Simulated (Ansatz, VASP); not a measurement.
# Cross-check of KPO2F2 (Pnma (measured, COD) KPO2F2, displaced supercell) between VASP and Ansatz

One calculation is typed for both programs; each brings its own data sets. How far apart do they land? The structure shown is the start of the Ansatz relaxation below; VASP solves that cell, so the two are compared at the walk's first step.

Program: Ansatz 0.2.0. Level of theory: plane waves, with VASP 6.6.1 beside it; single point at r2SCAN. Results are calculated unless marked as measured.

### Step 1. Starting point

The cell holds 48 atoms: 8 K, 8 P, 16 O and 16 F. Cell: a = 8.039 Å, b = 12.410 Å, c = 7.635 Å, α = 90.0°, β = 90.0°, γ = 90.0°. It derives from KPO2F2 (Pnma (measured, COD)), repeated 1×2×1. As first built, before any earlier steps moved the atoms (in the runner's words): Pnma (measured, COD) KPO2F2 (cell 8.039, 6.205, 7.635, 90, 90, 90), 1 x 2 x 1 conventional cells; every coordinate displaced by a Gaussian of 0.03 A.

### Step 2. Ansatz: relaxation, r2SCAN

Ansatz runs on its default PAW (the set named soft_2) files.

The two programs are compared at the cell with which this relaxation starts, whose forces are those of its first step.

input.yaml

```yaml
crystal:
  lattice:
    - [8.039, 0.0, 0.0]
    - [0.0, 12.41, 0.0]
    - [0.0, 0.0, 7.635]
  atoms:
    - { symbol: K, position: [0.15121, 0.12687, 0.15233] }
    - { symbol: K, position: [0.36102, 0.37768, 0.64627] }
    - { symbol: K, position: [0.84551, 0.37597, 0.85911] }
    - { symbol: K, position: [0.65087, 0.12158, 0.35455] }
    - { symbol: P, position: [0.09034, 0.12524, 0.6907] }
    - { symbol: P, position: [0.40916, 0.37426, 0.1871] }
    - { symbol: P, position: [0.91003, 0.37327, 0.30604] }
    - { symbol: P, position: [0.58922, 0.12483, 0.80977] }
    - { symbol: O, position: [0.09834, 0.02558, 0.77894] }
    - { symbol: O, position: [0.40215, 0.47838, 0.28342] }
    - { symbol: O, position: [0.90081, 0.2699, 0.21688] }
    - { symbol: O, position: [0.59973, 0.22744, 0.72068] }
    - { symbol: O, position: [0.90492, 0.48035, 0.21697] }
    - { symbol: O, position: [0.6063, 0.02037, 0.71858] }
    - { symbol: O, position: [0.09766, 0.2282, 0.7812] }
    - { symbol: O, position: [0.40792, 0.27331, 0.28275] }
    - { symbol: F, position: [0.94913, 0.12317, 0.56444] }
    - { symbol: F, position: [0.55884, 0.3786, 0.06267] }
    - { symbol: F, position: [0.05739, 0.37599, 0.431] }
    - { symbol: F, position: [0.44241, 0.12503, 0.93832] }
    - { symbol: F, position: [0.22888, 0.12068, 0.55068] }
    - { symbol: F, position: [0.26882, 0.37346, 0.04644] }
    - { symbol: F, position: [0.7709, 0.37686, 0.45901] }
    - { symbol: F, position: [0.72006, 0.12214, 0.9524] }
    - { symbol: K, position: [0.14543, 0.6281, 0.14512] }
    - { symbol: K, position: [0.35819, 0.87569, 0.6476] }
    - { symbol: K, position: [0.85198, 0.87461, 0.85659] }
    - { symbol: K, position: [0.64917, 0.62655, 0.35325] }
    - { symbol: P, position: [0.08805, 0.62614, 0.69466] }
    - { symbol: P, position: [0.40452, 0.8724, 0.18643] }
    - { symbol: P, position: [0.9064, 0.87395, 0.30846] }
    - { symbol: P, position: [0.58452, 0.62602, 0.80542] }
    - { symbol: O, position: [0.09993, 0.52038, 0.77578] }
    - { symbol: O, position: [0.40031, 0.97473, 0.27522] }
    - { symbol: O, position: [0.90191, 0.77325, 0.22626] }
    - { symbol: O, position: [0.59114, 0.72912, 0.71664] }
    - { symbol: O, position: [0.90375, 0.97645, 0.21918] }
    - { symbol: O, position: [0.59397, 0.52687, 0.71554] }
    - { symbol: O, position: [0.10422, 0.72769, 0.78417] }
    - { symbol: O, position: [0.4018, 0.77559, 0.29505] }
    - { symbol: F, position: [0.94203, 0.62692, 0.56843] }
    - { symbol: F, position: [0.56574, 0.8766, 0.06602] }
    - { symbol: F, position: [0.06009, 0.87114, 0.42912] }
    - { symbol: F, position: [0.43491, 0.6269, 0.93846] }
    - { symbol: F, position: [0.22824, 0.62242, 0.54793] }
    - { symbol: F, position: [0.26953, 0.87974, 0.03889] }
    - { symbol: F, position: [0.77648, 0.8763, 0.45636] }
    - { symbol: F, position: [0.72835, 0.62585, 0.95429] }
kpoints:
  mp_grid: { grid: [1, 1, 1] }
hamiltonian:
  xc: r2scan
scf:
  occupations: { method: fermi_dirac, width: 0.025 }
output:
  forces: true
relax:
  f_tol: 0.05
  max_steps: 200
  cell: {}
```

On the command line:

```
$ ansatz run input.yaml --threads 4 --pin off --max-ram 8192MiB --backend cpu --events-out ev --progress --plain --runs-dir out
```

Numbers of over 12 decimals in the logs are rounded to 6 here.

Output:

```text
Engine: ansatz 0.2.0, aarch64-unknown-linux-gnu
Pseudopotentials: kind: paw
Pseudopotential: K, paw, valence charge 9, recommended cutoff 500 eV (meta_gga), K.paw.azcp
Pseudopotential: P, paw, valence charge 5, recommended cutoff 500 eV (meta_gga), P.paw.azcp
Pseudopotential: O, paw, valence charge 6, recommended cutoff 500 eV (meta_gga), O.paw.azcp
Pseudopotential: F, paw, valence charge 7, recommended cutoff 500 eV (meta_gga), F.paw.azcp
Functional definition: r2SCAN
  parameter k0 = 0.174
  parameter k1 = 0.065
  parameter a1 = 4.9479
  exchange = r2scan_x(k0 = k0, k1 = k1, a1 = a1)
  correlation = r2scan_c
Crystal: 48 atoms, lattice volume = 761.698 Å³
Basis set: ecut = 500 eV, 19359 PW (Γ), exchange–correlation on 240×384×240 points (64 copies of the dense FFT grid, shifted against one another)
Bands: 208, of which v1, the nominal top of the filled ones, is band 160 counted from 1 (159 counted from 0)
Symmetry: 1 space group operations
Space group: P1 (ITA 1), of the structure as read, at distance tolerance 9.1e-5 Å
k-points: 1
Non-local potential: K, projectors of the file, l = 0: 3, l = 1: 2, l = 2: 2
Non-local potential: P, projectors of the file, l = 0: 2, l = 1: 2, l = 2: 2
Non-local potential: O, projectors of the file, l = 0: 2, l = 1: 2, l = 2: 1
Non-local potential: F, projectors of the file, l = 0: 2, l = 1: 2, l = 2: 1
PAW form: soft (Blöchl's): semilocal exchange-correlation on the pseudo side does not see the compensation charge
PAW frozen core: K, regenerated for the run's functional (the file was generated under x = pbe(κ = 0.804, μ = 0.219515), c = pbe(β = 0.066725))
PAW frozen core: P, regenerated for the run's functional (the file was generated under x = pbe(κ = 0.804, μ = 0.219515), c = pbe(β = 0.066725))
PAW frozen core: O, regenerated for the run's functional (the file was generated under x = pbe(κ = 0.804, μ = 0.219515), c = pbe(β = 0.066725))
PAW frozen core: F, regenerated for the run's functional (the file was generated under x = pbe(κ = 0.804, μ = 0.219515), c = pbe(β = 0.066725))
PAW one-centre angular grid: K, 302 points (default); XC on 160 Gauss nodes
PAW one-centre angular grid: P, 302 points (default); XC on 160 Gauss nodes
PAW one-centre angular grid: O, 302 points (default); XC on 160 Gauss nodes
PAW one-centre angular grid: F, 302 points (default); XC on 160 Gauss nodes
Initial density: superposition of atomic densities (neutral atoms: chi_scale 0, normalization atom), corrected by the library's trained network
Initial wavefunctions: pseudopotential atomic-orbital guess
Functional: x = r2scan, c = r2scan; τ floored in thin density (d = 2e-4 eV/Å³)
SCF iter   1: F=—  HF=-40505.567438 eV  |F-HF|=—  |Δ(HF+E_count)|=         —  Δρ=8.51e-3  dr2=5.87e-1  dr2_τ=4.16e0  ethr=1.77e-3  ⟨swp⟩=8.0  Hψ=1100  notcnv=0  defer=26
preconditioner: auto → Resta (q_TF=auto, 2.361 Å⁻¹)  ε∞=2.7  [insulator: Δε(μ)=6.243 eV  Ē_g=17.132 eV  σ=0.025 eV  W_gap=1.00  n_scr=170 (ndim 8)  ℏωp=22.2 eV  f_vac=0.153  D(μ)=0.00/eV (n_scr^D=0)  ε∞_Penn≈2.7]
SCF iter   2: F=—  HF=-40506.373892 eV  |F-HF|=—  |Δ(HF+E_count)|=   8.06e-1  Δρ=4.45e-3  dr2=7.44e-2  dr2_τ=1.65e-2  ethr=1.84e-4  ⟨swp⟩=4.0  Hψ=402  notcnv=0  defer=44
SCF iter   3: F=—  HF=-40506.366945 eV  |F-HF|=—  |Δ(HF+E_count)|=   6.95e-3  Δρ=1.45e-3  dr2=1.14e-2  dr2_τ=1.66e-3  ethr=2.33e-5  ⟨swp⟩=2.0  Hψ=264  notcnv=0  defer=22
automatic band count: iteration 3 solves 186 bands in place of 208: the levels show a gap, and the empty bands left out lie too high to hold charge; the band table lists the bands solved (type scf.n_extra_bands for more)
SCF iter   4: F=—  HF=-40506.365589 eV  |F-HF|=—  |Δ(HF+E_count)|=   1.36e-3  Δρ=3.94e-4  dr2=7.61e-4  dr2_τ=1.48e-4  ethr=3.56e-6  ⟨swp⟩=3.0  Hψ=303  notcnv=0  defer=22
SCF iter   5: F=—  HF=-40506.365644 eV  |F-HF|=—  |Δ(HF+E_count)|=   5.52e-5  Δρ=1.91e-4  dr2=2.08e-4  dr2_τ=2.77e-5  ethr=2.38e-7  ⟨swp⟩=3.0  Hψ=341  notcnv=0  defer=22
SCF iter   6: F=—  HF=-40506.365611 eV  |F-HF|=—  |Δ(HF+E_count)|=   3.32e-5  Δρ=4.00e-5  dr2=1.52e-5  dr2_τ=1.19e-6  ethr=6.50e-8  ⟨swp⟩=2.0  Hψ=293  notcnv=0  defer=22
SCF iter   7: F=—  HF=-40506.366133 eV  |F-HF|=—  |Δ(HF+E_count)|=   5.22e-4  Δρ=2.09e-5  dr2=2.56e-6  dr2_τ=2.01e-7  ethr=4.74e-9  ⟨swp⟩=3.0  Hψ=335  notcnv=0  defer=22
SCF iter   8: F=—  HF=-40506.366133 eV  |F-HF|=—  |Δ(HF+E_count)|=   2.60e-7  Δρ=8.64e-6  dr2=4.95e-7  dr2_τ=4.11e-8  ethr=8.00e-10  ⟨swp⟩=2.0  Hψ=305  notcnv=0  defer=22
SCF iter   9: F=-40506.366133 eV  HF=-40506.366133 eV  |F-HF|=6.16e-9  |Δ(HF+E_count)|=   2.76e-8  Δρ=2.16e-6  dr2=3.23e-8  dr2_τ=2.84e-9  ethr=3.13e-11  ⟨swp⟩=6.0  Hψ=703  notcnv=0
SCF 1 converged in 9 iterations: F = -40506.366133 eV  dr2 = 3.23e-8
[...]
SCF converged after 6 iterations
Free energy (F): -40508.157080 eV
Harris-Foulkes:  -40508.157080 eV  (|F-HF|=6.55e-11)
Internal energy: -40508.157080 eV  (E = F + TS)
E sigma→0 (E₀):  -40508.157080 eV
Fermi energy:    4.359173 eV
--- Per-component energies (eV) ---
  E_band       = -2648.350394
  E_kinetic    = 8858.448186
  E_local      = -23496.421797  (includes V_loc(G=0)·N_el)
  E_nonlocal   = 2258.043810
  E_hartree    = 8470.768921
  E_xc         = -4003.873527
  E_vxc        = -5614.485665  (∫ρ·V_xc dr)
  E_paw        = -16721.942611  (= ΣΔE_a)
  E_vpaw       = -1972.117035  (= ΣTr[D̂ρ^β])
  E_aug_tail   = 0.033277  (compensation charges beyond the density's cutoff)
  E_vtau       = 376.610780  (kinetic-family band-sum trace: ∫τ·v_τ [+ j·A + Jᵃ·Aᵃ] dr)
  E_ewald      = -15869.903803
  E_core_change = -3.309537  (= ΣΔE_core)
  E_smearing   = -0.000000  (= −TS)
  E_closure    = -0.000000  (closes the sum)
  Σ components = -40508.157080   (vs F -40508.157080, Δ=0.00e0)
--- Forces (eV/Å), atoms counted from 1 ---
  atom   1  K     -0.00377281    -0.00025910    -0.00229587
  atom   2  K      0.00153545    -0.00064817     0.00052277
  atom   3  K      0.00293332    -0.00100223    -0.00005075
  atom   4  K     -0.00311498    -0.00042956     0.00055406
  atom   5  P     -0.00678868     0.00210708    -0.00603651
  atom   6  P      0.00407224    -0.00211876    -0.02216303
  atom   7  P      0.00287220    -0.00750048     0.00206146
  atom   8  P      0.00043156     0.00875465     0.00813555
  atom   9  O      0.00133278     0.00224678    -0.00059093
  atom  10  O      0.00071489    -0.00710061    -0.00145575
  atom  11  O      0.00022413     0.00503656     0.00090949
  atom  12  O     -0.00064837    -0.00598986     0.00035846
  atom  13  O      0.00064554     0.00198496    -0.00009797
  atom  14  O      0.00071589    -0.00134262    -0.00328956
  atom  15  O     -0.00051002    -0.00163160    -0.00031308
  atom  16  O      0.00047363     0.00550966     0.00152983
  atom  17  F      0.00475186     0.00062302     0.00834353
  atom  18  F     -0.01332969     0.00231489     0.01668363
  atom  19  F      0.00056786     0.00172689    -0.00598470
  atom  20  F      0.00059358    -0.00003138    -0.00420478
  atom  21  F      0.00284366    -0.00140986     0.00220409
  atom  22  F      0.00532471    -0.00060286     0.00826691
  atom  23  F     -0.00508526     0.00064034     0.00027840
  atom  24  F      0.00069372    -0.00233882    -0.00244207
[...]
atom  41  F      0.00970207    -0.00189738     0.01250835
  atom  42  F     -0.01241702     0.00034460     0.01348315
  atom  43  F      0.00542435    -0.00183296    -0.00295531
  atom  44  F     -0.00040658     0.00256076    -0.00537809
  atom  45  F      0.00057461    -0.00197563     0.00404569
  atom  46  F      0.00785757     0.00459040     0.00840656
  atom  47  F     -0.00192596     0.00169022    -0.00317685
  atom  48  F      0.00785816     0.00003868     0.00283890
  max |Σ_I F_I| component: 2.57e-4 eV/Å
--- Stress (GPa, compression-positive) ---
        0.009771      -0.000760       0.001617
       -0.000760      -0.016595       0.000586
        0.001617       0.000586       0.002338
  P = ⅓ Tr σ = -0.0015 GPa (-0.015 kbar)
--- Relaxed structure (7 steps of the walk, 7 accepted, 1 SCFs on fresh bases) ---
  F+E_penalty+E_count = -40508.15708039 eV   max|allowed force component| = 2.216e-2 eV/Å   (the final SCF, on the basis selected at the relaxed cell)
  cell:  # Å, volume = 744.3649 Å³
    - [7.929769, -0.000591711, -0.000184166]
    - [-0.000913439, 12.329366, 0.00500374]
    - [-0.000174911, 0.00307845, 7.613505]
  atoms:
    - { symbol: K, position: [0.150520, 0.125622, 0.142284] }
    - { symbol: K, position: [0.350138, 0.375132, 0.641962] }
    - { symbol: K, position: [0.849723, 0.375362, 0.858576] }
    - { symbol: K, position: [0.650810, 0.125030, 0.358426] }
    - { symbol: P, position: [0.095137, 0.125524, 0.692786] }
    - { symbol: P, position: [0.405389, 0.375377, 0.192643] }
    - { symbol: P, position: [0.905290, 0.375257, 0.308009] }
    - { symbol: P, position: [0.595241, 0.124959, 0.807827] }
    - { symbol: O, position: [0.098871, 0.020289, 0.785224] }
    - { symbol: O, position: [0.401599, 0.480122, 0.286277] }
    - { symbol: O, position: [0.900153, 0.270459, 0.214561] }
    - { symbol: O, position: [0.599743, 0.230136, 0.715212] }
    - { symbol: O, position: [0.900691, 0.480504, 0.215632] }
    - { symbol: O, position: [0.600356, 0.020072, 0.714672] }
    - { symbol: O, position: [0.099326, 0.230347, 0.786194] }
    - { symbol: O, position: [0.401648, 0.270042, 0.284807] }
    - { symbol: F, position: [0.941875, 0.125962, 0.560965] }
    - { symbol: F, position: [0.558351, 0.375787, 0.060380] }
    - { symbol: F, position: [0.059940, 0.374740, 0.438055] }
    - { symbol: F, position: [0.440676, 0.124529, 0.937959] }
    - { symbol: F, position: [0.238651, 0.125783, 0.550113] }
    - { symbol: F, position: [0.261492, 0.375809, 0.050321] }
    - { symbol: F, position: [0.763313, 0.375042, 0.452264] }
    - { symbol: F, position: [0.737356, 0.124950, 0.951990] }
    - { symbol: K, position: [0.150858, 0.625195, 0.141735] }
    - { symbol: K, position: [0.349657, 0.875529, 0.642034] }
    - { symbol: K, position: [0.850218, 0.874899, 0.858451] }
    - { symbol: K, position: [0.650353, 0.625430, 0.358565] }
    - { symbol: P, position: [0.095144, 0.625260, 0.692506] }
    - { symbol: P, position: [0.405400, 0.875545, 0.192767] }
    - { symbol: P, position: [0.905275, 0.875014, 0.308015] }
    - { symbol: P, position: [0.595227, 0.625168, 0.808060] }
    - { symbol: O, position: [0.100053, 0.520018, 0.784899] }
    - { symbol: O, position: [0.399779, 0.980417, 0.285959] }
    - { symbol: O, position: [0.901705, 0.770282, 0.214316] }
    - { symbol: O, position: [0.598467, 0.730499, 0.715879] }
    - { symbol: O, position: [0.901814, 0.980332, 0.215821] }
    - { symbol: O, position: [0.598935, 0.520433, 0.714393] }
    - { symbol: O, position: [0.100700, 0.730036, 0.785998] }
    - { symbol: O, position: [0.400502, 0.770341, 0.285306] }
    - { symbol: F, position: [0.939883, 0.625824, 0.563165] }
    - { symbol: F, position: [0.560632, 0.876034, 0.063401] }
    - { symbol: F, position: [0.057730, 0.874576, 0.440750] }
    - { symbol: F, position: [0.442739, 0.624528, 0.940788] }
    - { symbol: F, position: [0.236502, 0.625470, 0.547593] }
    - { symbol: F, position: [0.263933, 0.875518, 0.047879] }
    - { symbol: F, position: [0.760959, 0.874505, 0.449844] }
    - { symbol: F, position: [0.739526, 0.624880, 0.949860] }
```

The column dr2 measures how far the density is from self-consistency, as an energy; F and HF (Harris–Foulkes) agree once it is small.

[end of part 1 of 2]

[Lines on the potential files, build, host, timing and source positions are cut from VASP's logs without a mark.]

[Logs are printed without paths, hosts, clocks, repeated set-up lines and the standing remarks that a program may print on its own settings, such as how far it seeks lower states.]

[Hosts, paths, dates, database ids (printed as entryN), source tags and the programs' standing remarks are cut or masked in the printed files.]
